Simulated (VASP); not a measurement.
# WCF2 (P4/mmm) in VASP: a series of runs

The runs below take WCF2 through single point, with PBE.

Everything below comes from runs of VASP 6.6.1. Logs are shortened: lines on timing, memory, paths and dates and some standing lists are left out, and cuts for length are marked.

**1. The crystal as given**

The structure is tetragonal, space group P4/mmm (No. 123). The conventional cell has a = 4.061 Å, b = 4.061 Å, c = 3.926 Å, α = 90.00°, β = 90.00°, γ = 90.00°. W (site symmetry 4/mmm) is surrounded by 2 C at 1.96 Å and 4 F at 2.03 Å. C (site symmetry 4/mmm) is surrounded by 2 W at 1.96 Å. F (site symmetry mmm) has 2 W at 2.03 Å as nearest neighbours.

The cell was built by a generator and needn't be a form met in nature.

**2. Single point, PBE**

Input file INCAR:

```
PREC     = Accurate       # precision mode
ENCUT    = 520            # plane-wave cutoff, eV
EDIFF    = 1E-6           # SCF threshold, eV
ISMEAR   = 0              # smearing method
SIGMA    = 0.1            # smearing width, eV
LREAL    = F              # projectors in reciprocal space
LASPH    = T              # aspherical terms in the spheres
NELM     = 100            # most SCF steps
ALGO     = Fast           # electronic algorithm
ISIF     = 2              # what is computed and relaxed
LWAVE    = F              # write WAVECAR
LCHARG   = F              # write CHGCAR
GGA      = PE             # functional
NBANDS   = 24             # bands
```

Input file KPOINTS:

```
regular mesh
0
Gamma
  12 12 12
```

Input file POSCAR:

```
WCF2
1.0
    4.0606800449      0.0000000000      0.0000000000
    0.0000000000      4.0606800449      0.0000000000
    0.0000000000      0.0000000000      3.9264872204
W C F
1 1 2
Direct
    0.0000000000      0.0000000000      0.0000000000
    0.0000000000      0.0000000000      0.5000000000
    0.5000000000      0.0000000000      0.0000000000
    0.0000000000      0.5000000000      0.0000000000
```

Potentials or basis: VASP PAW PBE potentials, release 64 (W_sv, C, F).

Started as:

```
$ cat potpaw_PBE.64/W_sv/POTCAR potpaw_PBE.64/C/POTCAR potpaw_PBE.64/F/POTCAR > POTCAR
$ mpirun -np 1 vasp_std > vasp.out
```

OUTCAR:

```text
PREC = Accurate
   ENCUT = 520
   EDIFF = 1E-6
   ISMEAR = 0
   LREAL = F
   LASPH = T
   NELM = 100
   ISIF = 2
   GGA = PE

 ion  position               nearest neighbor table
   1  0.000  0.000  0.000-   2 1.96   2 1.96   4 2.03   3 2.03   4 2.03   3 2.03
   2  0.000  0.000  0.500-   1 1.96   1 1.96
   3  0.500  0.000  0.000-   1 2.03   1 2.03
   4  0.000  0.500  0.000-   1 2.03   1 2.03

  LATTYP: Found a simple tetragonal cell.
 ALAT       =     4.0606800449
 C/A-ratio  =     0.9669531155

  Lattice vectors:

 A1 = (   4.0606800449,   0.0000000000,   0.0000000000)
 A2 = (   0.0000000000,   4.0606800449,   0.0000000000)
 A3 = (   0.0000000000,   0.0000000000,   3.9264872204)

Analysis of symmetry for initial positions (statically):
=====================================================================
 Subroutine PRICEL returns:
 Original cell was already a primitive cell.

 Routine SETGRP: Setting up the symmetry group for a
 simple tetragonal supercell.

 Subroutine GETGRP returns: Found 16 space group operations
 (whereof 16 operations were pure point group operations)
 out of a pool of 16 trial point group operations.

The static configuration has the point symmetry D_4h.

Analysis of symmetry for dynamics (positions and initial velocities):
=====================================================================
 Subroutine PRICEL returns:
 Original cell was already a primitive cell.

 Routine SETGRP: Setting up the symmetry group for a
 simple tetragonal supercell.

 Subroutine GETGRP returns: Found 16 space group operations
 (whereof 16 operations were pure point group operations)
 out of a pool of 16 trial point group operations.

The dynamic configuration has the point symmetry D_4h.

 Subroutine INISYM returns: Found 16 space group operations
 (whereof 16 operations are pure point group operations),
 and found     1 'primitive' translations

----------------------------------------------------------------------------------------

                                     Primitive cell

  volume of cell :      64.7443

  direct lattice vectors                    reciprocal lattice vectors
     4.060680045  0.000000000  0.000000000     0.246264170  0.000000000  0.000000000
     0.000000000  4.060680045  0.000000000     0.000000000  0.246264170  0.000000000
     0.000000000  0.000000000  3.926487220     0.000000000  0.000000000  0.254680569
[... 87 lines left out ...]
   NELM   =    100;   NELMIN=  2; NELMDL= -5     # of ELM steps
   EDIFF  = 0.1E-05   stopping-criterion for ELM
   LREAL  =      F    real-space projection
   EDIFFG = 0.1E-04   stopping-criterion for IOM
   NSW    =      0    number of steps for IOM
   IBRION =     -1    ionic relax: 0-MD 1-quasi-New 2-CG
   NFREE  =      0    steps in history (QN), initial steepest desc. (CG)
   ISIF   =      2    stress and relaxation
   ISYM   =      2    0-nonsym 1-usesym 2-fastsym
   POTIM  = 0.5000    time-step for ionic-motion
   TEBEG  =    0.0;   TEEND  =   0.0 temperature during run
   PSTRESS=    0.0 pullay stress
   NELECT =      32.0000    total number of electrons
   NUPDOWN=      -1.0000    fix difference up-down
   EMIN   =  10.00;   EMAX   =-10.00  energy-range for DOS
   EFERMI =   0.00;   METHOD = LEGACY
   ISMEAR =     0;   SIGMA  =   0.10  broadening in eV -4-tet -1-fermi 0-gaus
   EFERMI_NEDOS =   21; number of points for ismear=-14 and -15
   IALGO  =     68    algorithm
   IMIX   =      4    mixing-type and parameters
     AMIX     =   0.40;   BMIX     =  1.00
     AMIX_MAG =   1.60;   BMIX_MAG =  1.00
  volume/ion in A,a.u.               =      16.19       109.23
  Fermi-wavevector in a.u.,A,eV,Ry     =   1.294367  2.446000 22.795025  1.675387
  Thomas-Fermi vector in A             =   2.425955
   LORBIT       =      0    0 simple, 1 ext, 2 COOP (PROOUT), +10 PAW based schemes
   GGA     = PE    functional components
   LHFCALC =     F    Hartree Fock is set to
   AEXX    =    0.0000 exact exchange contribution
   IVDW    =     0    specifies the selected vdW correction
   LEPSILON=     F    determine dielectric tensor
   LRPA    =     F    only Hartree local field effects (RPA)
 non-spin polarized calculation
 RMM-DIIS sequential band-by-band and
 Gauss-broadening in eV      SIGMA  =   0.10
  energy-cutoff  :      520.00
  volume of cell :       64.74
 maximum number of plane-waves:      1776
   NGX = 15   NGY = 15   NGZ = 15

 number of electron      31.9999991 magnetization

 Free energy of the ion-electron system (eV)
  ---------------------------------------------------
  ext. energy  EPLUGINS =         0.00000000
  ---------------------------------------------------
  free energy    TOTEN  =       -27.98657129 eV

  energy without entropy =      -27.97681447  energy(sigma->0) =      -27.98169288

 E-fermi :   2.5472     XC(G=0):  -8.9626

 val. band max:        2.5368954282   @ k =   0.2500   0.0833   0.2500
 cond. band min:       2.5515242112   @ k =   0.2500   0.0833   0.3333
 fundamental gap:      0.0146287829
 Fermi energy:         2.5472050873

 k-point     1 :       0.0000    0.0000    0.0000
  band No.  band energies     occupation
      1     -72.7893      2.00000
      2     -37.2499      2.00000
      3     -37.2499      2.00000
      4     -36.5881      2.00000
      5     -23.3561      2.00000
      6     -23.1432      2.00000
[... 637 lines left out ...]
     23      12.8626      0.00000
     24      13.3166      0.00000

 [... further k-points ...]

------------------------ aborting loop because EDIFF is reached ----------------------------------------

  FORCE on cell =-STRESS in cart. coord.  units (eV):
  Direction    XX          YY          ZZ          XY          YZ          ZX
  --------------------------------------------------------------------------------------
  -------------------------------------------------------------------------------------
  Total        0.4010758      0.4010758      0.0738620      0.0000000     -0.0000000      0.0000000
  in kB        9.9251099      9.9251099      1.8278047      0.0000000     -0.0000000      0.0000000
  external PRESSURE =       7.2260082 kB  Pullay stress =       0.0000000 kB

 VOLUME and BASIS-vectors are now :
 -----------------------------------------------------------------------------
  energy-cutoff  :      520.00
  volume of cell :       64.74
      direct lattice vectors                 reciprocal lattice vectors
     4.060680045  0.000000000  0.000000000     0.246264170  0.000000000  0.000000000
     0.000000000  4.060680045  0.000000000     0.000000000  0.246264170  0.000000000
     0.000000000  0.000000000  3.926487220     0.000000000  0.000000000  0.254680569

 POSITION                                       TOTAL-FORCE (eV/Angst)
 -----------------------------------------------------------------------------------
      0.00000      0.00000      0.00000         0.000000      0.000000      0.000000
      0.00000      0.00000      1.96324         0.000000      0.000000      0.000000
      2.03034      0.00000      0.00000         0.000000      0.000000      0.000000
      0.00000      2.03034      0.00000         0.000000      0.000000      0.000000
 -----------------------------------------------------------------------------------
    total drift:                                0.000000      0.000000      0.000000

  FREE ENERGIE OF THE ION-ELECTRON SYSTEM (eV)
  ---------------------------------------------------
  free  energy   TOTEN  =       -27.9865712890 eV

  energy  without entropy=      -27.9768144661  energy(sigma->0) =      -27.98169288
```

Wall time 2.7 min (1 thread of AMD EPYC 9R45 (Zen 5), shared host); peak memory 0.35 GiB.

What came out:

```yaml
Free_energy: -27.9866 eV
Pressure: 0.7 GPa
Band_gap_on_the_k_mesh: none (metal or under the smearing width)
```

Stress tensor (GPa, compression positive):
```
0.99 0.00 0.00
0.00 0.99 0.00
0.00 0.00 0.18
```

Levels at points of the mesh, in eV from the Fermi level:
| k point | band 14 | band 15 | band 16 | band 17 | band 18 | band 19 |
| --- | --- | --- | --- | --- | --- | --- |
| (0.00, 0.00, 0.00) | -0.78 | -0.48 | -0.48 | 0.44 | 0.44 | 0.80 |
| (0.50, 0.00, 0.00) | -0.64 | -0.44 | 0.49 | 0.54 | 0.67 | 0.84 |
| (0.50, 0.50, 0.00) | -0.49 | -0.49 | 0.53 | 0.88 | 0.88 | 1.52 |
| (0.00, 0.00, 0.50) | -5.55 | -3.07 | -3.07 | -0.71 | 1.79 | 3.14 |
| (0.50, 0.00, 0.50) | -5.52 | -3.00 | -1.74 | 0.60 | 2.57 | 4.96 |
| (0.50, 0.50, 0.50) | -5.49 | -1.66 | -1.66 | 1.59 | 5.13 | 5.13 |

**3. Single point, PBE**

This run uses another cell than the first one, of 16.14 Å³/atom, 0.997 times its volume.

Input file INCAR:

```
SYSTEM = WCF2
  PREC = Accurate
  ENCUT = 520
  EDIFF = 1E-6
  ISMEAR = 0
  SIGMA = 0.1
  LREAL = .False.
  LASPH = .True.
  NELM = 80
  ALGO = Fast
  ISIF = 2
  LWAVE = .False.
  LCHARG = .False.
  GGA = PE
  NBANDS = 24
```

Input file KPOINTS:

```
Automatic mesh
0
Gamma
  4 4 4
  0 0 0
```

Input file POSCAR:

```
WCF2
1.0
    4.0120000000      0.0000000000      0.0000000000
    0.0000000000      4.0120000000      0.0000000000
    0.0000000000      0.0000000000      4.0120000000
W C F
1 1 2
Direct
    0.0000000000      0.0000000000      0.0000000000
    0.0000000000      0.0000000000      0.5000000000
    0.5000000000      0.0000000000      0.0000000000
    0.0000000000      0.5000000000      0.0000000000
```

Potentials or basis: VASP PAW PBE potentials, release 64 (W_sv, C, F).

Started as:

```
$ cat potpaw_PBE.64/W_sv/POTCAR potpaw_PBE.64/C/POTCAR potpaw_PBE.64/F/POTCAR > POTCAR
$ mpirun -np 1 vasp_std > vasp.out
```

Wall time 20 s (1 thread of Intel Xeon 6975P-C (Granite Rapids), shared host); peak memory 0.17 GiB.

The run converged. Its results:

```yaml
Free_energy: -27.8540 eV
Pressure: 0.2 GPa
Band_gap_on_the_k_mesh: none (metal or under the smearing width)
```

Stress tensor (GPa, compression positive):
```
 4.27  0.00  0.00
 0.00  4.27  0.00
 0.00  0.00 -8.00
```

Levels at points of the mesh, in eV from the Fermi level:
```csv
k point,band 13,band 14,band 15,band 16,band 17,band 18,band 19,band 20
"(0.00, 0.00, 0.00)",-6.27,-0.78,-0.51,-0.51,0.54,0.54,0.55,1.94
"(0.50, 0.00, 0.00)",-6.52,-0.61,-0.46,0.43,0.60,0.62,0.91,2.40
"(0.00, 0.00, 0.50)",-5.97,-5.37,-2.84,-2.84,-0.73,1.98,3.28,4.93
"(0.50, 0.50, 0.00)",-5.90,-0.43,-0.43,0.29,0.95,0.95,1.67,5.99
"(0.00, 0.50, 0.50)",-6.12,-5.33,-2.76,-1.57,0.67,2.79,4.61,4.96
"(0.50, 0.50, 0.50)",-5.89,-5.30,-1.47,-1.47,1.72,4.76,4.76,6.39
```

Caveat: the k mesh is coarse (spacing up to 0.39 Å⁻¹), so the values aren't converged. Spin-orbit coupling is left out, which matters for the levels of W.
